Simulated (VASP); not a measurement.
## BN (Qingsongite): GW quasiparticle gap

Wanted: how far GW moves the Kohn-Sham levels of BN (Qingsongite). The cell is of the zinc-blende type, one of the forms listed for this formula. The start is a cell from a database of measured crystal structures.

Main program and level: VASP 6.6.1; PBE; plane waves and PAW (N_GW, B_GW), in the first sound run; inputs show where later runs differ.

### 1. Starting point

Symmetry: F-43m, No. 216, cubic system. The conventional cell has a = 3.615 Å, b = 3.615 Å, c = 3.615 Å, α = 90.00°, β = 90.00°, γ = 90.00°. N has 4 B at 1.57 Å nearest. B has 4 N at 1.57 Å nearest. Farther neighbours and most contacts between anions are not listed.

Coordinates:

```
N B
1.0
     0.00000    1.80750    1.80750
     1.80750    0.00000    1.80750
     1.80750    1.80750    0.00000
N B
1 1
Direct
  0.75000 0.75000 0.75000
  0.00000 0.00000 0.00000
```

### 2. Empty bands, functional PBE

The next step needs empty bands that the ground-state run didn't converge, so the Hamiltonian is diagonalised exactly for NBANDS bands, in a single step. LOPTICS writes the k-derivatives of the orbitals (WAVEDER), which give the long-wavelength limit of the screening.

The input, INCAR:

```
SYSTEM = BN
PREC = Accurate
ENCUT = 450
ISMEAR = 0
SIGMA = 0.01
LREAL = .FALSE.
GGA = PE
NBANDS = 80
ALGO = Exact
NELM = 1
LWAVE = .TRUE.
LCHARG = .FALSE.
LOPTICS = .TRUE.
NEDOS = 1000
CSHIFT = 0.1
```

The input, POSCAR:

```
BN
1.0
    0.0000000000      1.8075000000      1.8075000000
    1.8075000000      0.0000000000      1.8075000000
    1.8075000000      1.8075000000      0.0000000000
N B
1 1
Direct
    0.7500000000      0.7500000000      0.7500000000
    0.0000000000      0.0000000000      0.0000000000
```

The input, KPOINTS:

```
Automatic mesh
0
Gamma
6 6 6
0 0 0
```

Potentials, in the order of the species: N_GW and B_GW (PBE family, release 64).

The run is started by

```console
> mpirun -np 8 vasp_std
```

Log:

```text
[banner, memory and clock lines left out]
running    8 mpi-ranks, on    1 nodes
 distrk:  each k-point on    8 cores,    1 groups
 distr:  one band on    1 cores,    8 groups

 POSCAR found type information on POSCAR N B
 POSCAR found :  2 types and       2 ions
|                                                                             |
|           W    W    AA    RRRRR   N    N  II  N    N   GGGG   !!!           |
|           W    W   A  A   R    R  NN   N  II  NN   N  G    G  !!!           |
|           W    W  A    A  R    R  N N  N  II  N N  N  G       !!!           |
|           W WW W  AAAAAA  RRRRR   N  N N  II  N  N N  G  GGG   !            |
|           WW  WW  A    A  R   R   N   NN  II  N   NN  G    G                |
|           W    W  A    A  R    R  N    N  II  N    N   GGGG   !!!           |
|                                                                             |
|     For optimal performance we recommend to set                             |
|       NCORE = 2 up to number-of-cores-per-socket                            |
|     NCORE specifies how many cores store one orbital (NPAR=cpu/NCORE).      |
|     This setting can greatly improve the performance of VASP for DFT.       |
|     The default, NCORE=1 might be grossly inefficient on modern             |
|     multi-core architectures or massively parallel machines. Do your        |
|     Unfortunately you need to use the default for GW and RPA                |
|     calculations (for HF NCORE is supported but not extensively tested      |
|     yet).                                                                   |
|                                                                             |

 LDA part: xc-table for (Slater+PW92), standard interpolation
 found WAVECAR, reading the header
  number of bands has changed, file:    10 present:    80
  trying to continue reading WAVECAR, but it might fail
 POSCAR, INCAR and KPOINTS ok, starting setup
 FFT: planning ... GRIDC
 FFT: planning ... GRID_SOFT
 FFT: planning ... GRID
 reading WAVECAR
 random initialization beyond band           10
 the WAVECAR file was read successfully
 initial charge from wavefunction
 entering main loop
       N       E                     dE             d eps       ncg     rms          rms(c)
DIA:   1    -0.174435031142E+02   -0.17444E+02    0.00000E+00     0   0.000E+00
   1 F= -.17443503E+02 E0= -.17443503E+02  d E =-.429767E-79
 writing wavefunctions
 optical routines
 imaginary and real dielectric function
 recalculating local potential from charge density
 direction            1
 direction            2
 direction            3
```

It took 1.6 s on 8 MPI ranks of Intel Xeon 6975P-C (Granite Rapids), shared host; peak memory 0.8 GiB.

The logs omit lines about the potential files and the build; timing stands in the text.

OUTCAR, selected parts (step 2):

```text
ion  position               nearest neighbor table
   1  0.750  0.750  0.750-   2 1.57   2 1.57   2 1.57   2 1.57
   2  0.000  0.000  0.000-   1 1.57   1 1.57   1 1.57   1 1.57

  LATTYP: Found a face centered cubic cell.
 ALAT       =     3.6150000000

 Subroutine GETGRP returns: Found 24 space group operations
 (whereof 24 operations were pure point group operations)

The static configuration has the point symmetry T_d .

 Found     16 irreducible k-points:

   k-points           NKPTS =     16   k-points in BZ     NKDIM =     16   number of bands    NBANDS=     80

   dimension x,y,z NGX =    18 NGY =   18 NGZ =   18
   dimension x,y,z NGXF=    36 NGYF=   36 NGZF=   36

   ENCUT  =  450.0 eV  33.07 Ry    5.75 a.u.   4.42  4.42  4.42*2*pi/ulx,y,z

   NELECT =       8.0000    total number of electrons

 k-points in reciprocal lattice and weights: Automatic mesh
   0.00000000  0.00000000  0.00000000       0.005
   0.16666667  0.00000000  0.00000000       0.037
   0.33333333  0.00000000  0.00000000       0.037
   0.50000000  0.00000000  0.00000000       0.019
   0.16666667  0.16666667  0.00000000       0.028
   0.33333333  0.16666667  0.00000000       0.111
   0.50000000  0.16666667  0.00000000       0.111
  -0.33333333  0.16666667  0.00000000       0.111
  -0.16666667  0.16666667  0.00000000       0.056
[...]
-0.33333333  0.33333333  0.16666667       0.111
  -0.33333333  0.50000000  0.16666667       0.056

 average (electrostatic) potential at core
       1 -59.3431       2 -24.4177

 E-fermi :   7.5975

 k-point     1 :       0.0000    0.0000    0.0000
  band No.  band energies     occupation
      1     -12.7698      2.00000
      2       7.4659      2.00000
      3       7.4659      2.00000
      4       7.4659      2.00000
      5      16.2837      0.00000
      6      16.2837      0.00000
      7      16.2837      0.00000
      8      17.8070      0.00000
      9      32.2098      0.00000
    ...

 k-point     2 :       0.1667    0.0000    0.0000
  band No.  band energies     occupation
      1     -12.1008      2.00000
      2       4.4523      2.00000
      3       6.8429      2.00000
      4       6.8429      2.00000
      5      16.8071      0.00000
      6      17.1956      0.00000
      7      17.1956      0.00000
      8      19.7010      0.00000
      9      31.4640      0.00000
    ...

 k-point     3 :       0.3333    0.0000    0.0000
  band No.  band energies     occupation
      1     -10.2379      2.00000
      2      -0.4052      2.00000
      3       5.9031      2.00000
      4       5.9031      2.00000
      5      17.3685      0.00000
      6      18.1189      0.00000
      7      18.1189      0.00000
      8      22.0030      0.00000
      9      30.6953      0.00000
    ...

  Total       -0.0438610     -0.0438610     -0.0438610      0.0000000     -0.0000000      0.0000000
  in kB       -5.9500998     -5.9500998     -5.9500998      0.0000000     -0.0000000      0.0000000
  external PRESSURE =      -5.9500998 kB  Pullay stress =       0.0000000 kB

  energy-cutoff  :      450.00
  volume of cell :       11.81
      direct lattice vectors                 reciprocal lattice vectors
     0.000000000  1.807500000  1.807500000    -0.276625173  0.276625173  0.276625173
     1.807500000  0.000000000  1.807500000     0.276625173 -0.276625173  0.276625173
     1.807500000  1.807500000  0.000000000     0.276625173  0.276625173 -0.276625173

 POSITION                                       TOTAL-FORCE (eV/Angst)
 -----------------------------------------------------------------------------------
      2.71125      2.71125      2.71125         0.000000      0.000000      0.000000
      0.00000      0.00000      0.00000        -0.000000     -0.000000     -0.000000
 -----------------------------------------------------------------------------------
    total drift:                               -0.000001     -0.000001     -0.000001

  FREE ENERGIE OF THE ION-ELECTRON SYSTEM (eV)
  ---------------------------------------------------
  free  energy   TOTEN  =       -17.4435031142 eV

  energy  without entropy=      -17.4435031142  energy(sigma->0) =      -17.44350311

 plasma frequency squared (from intraband transitions) (eV^2)
  --------------------------------------------------------------------------------------
       0.000       0.000       0.000
       0.000       0.000       0.000
       0.000       0.000       0.000

[... 3 further parts left out ...]
```

The gap is read on the k-mesh alone, so it is an upper bound where the band edges lie off the mesh.

A gap read on the k-mesh alone can miss the band edges.

This step gave:

```
gap on the k-mesh              : 4.458 eV
least direct gap on the k-mesh : 8.818 eV
```

WAVECAR now holds 80 bands for 8 electrons. Its independent-particle dielectric tensor has xx, yy, zz = 4.8, 4.8, 4.8 on this mesh, which isn't tested for convergence in mesh or bands and lacks local fields.

(Part 1 of 8 ends here.)

[Lines on the potential files, build, host, timing and source positions are cut from VASP's logs without a mark.]

[Logs are printed without paths, hosts, clocks, repeated set-up lines and the standing remarks that a program may print on its own settings, such as how far it seeks lower states.]

[Hosts, paths, dates, database ids (printed as entryN), source tags and the programs' standing remarks are cut or masked in the printed files.]

[Pressures printed for these runs are not shown converged in the cutoff: they can be off by several GPa and have the wrong sign.]
